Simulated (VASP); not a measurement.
Calculation: PBE GGA, VASP's PBE PAW potentials (set 64) (plane waves; VASP).

VASP ran on this input.

File POSCAR:
```
CoSi2
1
    4.1130940000     0.0000000000     0.0000000000
   -2.0565470000     3.5620440000     0.0000000000
    0.0000000000     0.0000000000     4.4535020000
Co Si
1 2
Direct
  0.0000000000   0.0000000000   0.0000000000
  0.3333330000   0.6666670000   0.5000000000
  0.6666670000   0.3333330000   0.5000000000
```

KPOINTS:
```
K-points
0
Gamma
7 7 6
0 0 0
```

INCAR:
```
SYSTEM = CoSi2
PREC = Accurate
ENCUT = 300
EDIFF = 1E-6
NELM = 100
ALGO = Normal
LREAL = .FALSE.
LASPH = .TRUE.
ISMEAR = -1
SIGMA = 0.1
GGA = PE
LMAXMIX = 4
LWAVE = .FALSE.
LCHARG = .FALSE.
ISIF = 2
ISPIN = 2
MAGMOM = 3.0 0.0 0.0
LORBIT = 11
```

POTCAR, in this order: Co Si (PBE.64 set). Program: vasp_std.

At this cut-off the stress carries a Pulay error, which pulls relaxed volumes low.

Problem. Estimate the energy per atom (σ→0), cell moment, pressure, band gap (on the k-mesh).

Solution. 
```yaml
energy per atom (σ→0): -4.747 eV/atom
cell_moment: 1.88 μB
band gap (on the k-mesh): none (metal, semimetal or under 0.01 eV)
pressure: -12.61 GPa
```

### OSZICAR
```
...
DAV:  13    -0.143342918270E+02    0.48878E-04   -0.18724E-02  2282   0.140E+00    0.240E-01
DAV:  14    -0.143362401992E+02   -0.19484E-02   -0.23261E-03  2130   0.658E-01    0.878E-02
DAV:  15    -0.143362194363E+02    0.20763E-04   -0.46764E-04  2282   0.254E-01    0.667E-02
DAV:  16    -0.143362729546E+02   -0.53518E-04   -0.10952E-04  2192   0.162E-01    0.516E-02
DAV:  17    -0.143362625561E+02    0.10398E-04   -0.24137E-05  2522   0.675E-02    0.176E-02
DAV:  18    -0.143362678429E+02   -0.52868E-05   -0.78970E-06  2106   0.371E-02    0.506E-03
DAV:  19    -0.143362680792E+02   -0.23635E-06   -0.62067E-07  1160   0.919E-03
   1 F= -.14336268E+02 E0= -.14240762E+02  d E =-.191011E+00  mag=     1.8761
```

The structure was generated: CoSi2 was put into an ordered model structure, which need not be its known phase. The cell was not relaxed at this level, and its volume differs by -5.9 % from the start's.
